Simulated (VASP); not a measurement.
Data:

```xyz
2
Lattice="2.8539 0.0000 0.0000 0.0000 2.8539 0.0000 0.0000 0.0000 2.8539" Properties=species:S:1:pos:R:3 pbc="T T T"
Cr     0.0000     0.0000     0.0000
Cr     1.4270     1.4270     1.4270
```
Starting moments (μB, in the order of the record's atoms Cr Cr): 0.7 -0.7.

Level of theory: PW91 GGA, VASP's PBE PAW potentials (set 64) (plane waves; VASP 6.6.1). Settings: 520 eV cut-off, Gaussian smearing of 0.050 eV, potentials Cr_pv.

Task: Give the spin-up energies of bands 7 to 15 at the high-symmetry points, in eV from the Fermi level.

Result: 
```tsv
band	Γ	X	M	R
7	-7.73	-3.93	-4.38	-2.46
8	-4.21	-3.77	-4.29	-2.46
9	-4.21	-1.95	-2.40	-2.46
10	-0.89	-1.49	-2.40	-2.03
11	-0.89	-0.66	1.12	-2.03
12	-0.89	-0.66	1.21	-2.03
13	1.21	-0.03	1.21	1.31
14	1.21	-0.03	1.25	1.31
15	2.52	0.38	1.28	1.88
```

Task: Give the spin-down energies of bands 7 to 15 at the high-symmetry points, in eV from the Fermi level.

Result: 
```
band      Γ      X      M      R
----  -----  -----  -----  -----
7     -7.73  -3.93  -4.38  -2.46
8     -4.21  -3.77  -4.29  -2.46
9     -4.21  -1.95  -2.40  -2.46
10    -0.89  -1.49  -2.40  -2.03
11    -0.89  -0.66   1.12  -2.03
12    -0.89  -0.66   1.21  -2.03
13     1.21  -0.03   1.21   1.31
14     1.21  -0.03   1.25   1.31
15     2.52   0.38   1.28   1.88
```

It has no gap at this level: it comes out as a metal or semimetal.

The compound is Cr in the bcc, AFM order structure. It was relaxed first.
